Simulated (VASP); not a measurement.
The system is Si.

```xyz
2
Lattice="0.0000 2.7200 2.7200 2.7200 0.0000 2.7200 2.7200 2.7200 0.0000" Properties=species:S:1:pos:R:3 pbc="T T T"
Si    0.0000    0.0000    0.0000
Si    1.3600    1.3600    1.3600
```

The cell was built by a generator and needn't be a form met in nature.

```yaml
Program: VASP 6.6.1
Task: relaxation of cell and atoms
Functional: LDA
Potentials_or_basis: VASP PAW LDA potentials, release 64 (Si)
Cutoff: 600 eV
k_mesh: 10 × 10 × 10
Occupations: gaussian, width 0.02 eV
Spin: no spin polarisation
```

At the start: pressure -1.9 GPa; volume 20.12 Å³/atom.

Question: Where does the relaxation end?

Answer: Over 3 steps the energy falls by 2.5 meV/atom and the volume is 19.72 Å³/atom (-2.0 %); space group Fd-3m (No. 227, to 0.05 Å).

The path:
```
step  energy change (eV)  largest force (eV/Å)  pressure (GPa)  volume (Å³)
   1              0.0000                0.0000           -1.90        40.25
   2             -0.0025                0.0000            1.41        38.88
   3             -0.0049                0.0000            0.00        39.43
```

Final structure:
```yaml
crystal:
  lattice:
    - [0.00000, 2.70151, 2.70151]
    - [2.70151, 0.00000, 2.70151]
    - [2.70151, 2.70151, 0.00000]
  atoms:
    - { symbol: Si, position: [0.00000, 0.00000, 0.00000] }
    - { symbol: Si, position: [0.25000, 0.25000, 0.25000] }
```
